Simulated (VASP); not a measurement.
```yaml
crystal:
  lattice:
    - [2.25482, -3.90545, 0.00000]
    - [2.25482, 3.90545, 0.00000]
    - [0.00000, 0.00000, 5.23698]
  atoms:
    - { symbol: Se, position: [0.00000, 0.22682, 0.66667] }
    - { symbol: Se, position: [0.77318, 0.77318, 0.00000] }
    - { symbol: Se, position: [0.22682, 0.00000, 0.33333] }
```

Level of theory: vdW-DF2, VASP's PBE PAW potentials (set 64) (plane waves; VASP). Settings: 520 eV cut-off, Gaussian smearing of 0.050 eV, potentials Se.

**Question.** Give the energies of bands 4 to 12 at the high-symmetry points, in eV from the valence-band maximum.

**Answer.** 
| band | Γ | M | K | A | L | H |
|---|---|---|---|---|---|---|
| 4 | -3.31 | -4.29 | -4.16 | -4.07 | -4.93 | -4.79 |
| 5 | -3.31 | -4.00 | -4.16 | -2.80 | -3.69 | -4.12 |
| 6 | -3.05 | -2.82 | -2.33 | -2.80 | -3.56 | -4.12 |
| 7 | -1.47 | -2.45 | -2.33 | -1.09 | -1.48 | -0.77 |
| 8 | -1.47 | -1.35 | -2.31 | -1.09 | -1.08 | -0.12 |
| 9 | -0.23 | -0.74 | -1.27 | -0.88 | 0.00 | -0.12 |
| 10 | 1.61 | 1.74 | 2.69 | 1.22 | 1.36 | 0.76 |
| 11 | 1.61 | 2.09 | 2.69 | 1.25 | 2.55 | 2.45 |
| 12 | 2.13 | 3.49 | 3.27 | 1.25 | 2.60 | 2.45 |

The gap is indirect, 0.76 eV, from the valence maximum at L-H at 0.33 to the conduction minimum at H.

The compound is Se in the trig structure. It was relaxed first, which changed the volume by +13 %.
